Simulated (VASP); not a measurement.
Input:

```yaml
crystal:
  lattice:
    - [2.61111, 0.00000, 0.00000]
    - [0.00000, 2.61111, 0.00000]
    - [0.00000, 0.00000, 2.61111]
  atoms:
    - { symbol: Fe, position: [0.00000, 0.00000, 0.00000], spin: 3.5 }
    - { symbol: O, position: [0.50000, 0.50000, 0.50000], spin: 0.4 }
```

All values below come from PBEsol GGA, VASP's PBE PAW potentials (set 64) (plane waves; VASP). Numerical set-up: 520 eV cut-off, Gaussian smearing of 0.050 eV, potentials Fe O.

The moments were started parallel, and other spin orders were not tried in this run.

Q: Give the spin-up energies of bands 2 to 10 at the high-symmetry points, in eV from the Fermi level.

A: 
| band | Γ | X | M | R |
|---|---|---|---|---|
| 2 | -4.60 | -9.01 | -6.49 | -7.71 |
| 3 | -4.60 | -4.81 | -6.49 | -7.71 |
| 4 | -2.92 | -4.81 | -4.06 | -7.71 |
| 5 | -2.92 | -4.21 | -3.18 | -1.39 |
| 6 | -2.92 | -2.35 | -3.12 | -1.39 |
| 7 | -2.44 | -1.48 | -3.12 | -0.10 |
| 8 | -2.44 | -0.18 | -1.98 | -0.10 |
| 9 | -2.44 | -0.18 | -1.43 | -0.10 |
| 10 | 0.73 | 5.99 | 5.96 | 6.54 |

Q: Give the spin-down energies of bands 2 to 10 at the high-symmetry points, in eV from the Fermi level.

A: 
```csv
band,Γ,X,M,R
2,-2.17,-8.22,-5.85,-6.35
3,-2.17,-2.93,-5.85,-6.35
4,-2.17,-2.93,-1.61,-6.35
5,-2.06,-1.50,-1.22,1.92
6,-2.06,1.47,0.37,1.92
7,1.57,1.70,0.67,3.02
8,1.57,2.62,0.67,3.02
9,1.57,2.62,1.86,3.02
10,1.78,6.80,7.74,7.34
```

It has no gap at this level: it comes out as a metal or semimetal.

The structure was generated: FeO was put into the CsCl type type (Pm-3m), which need not be its known phase. It was relaxed first.
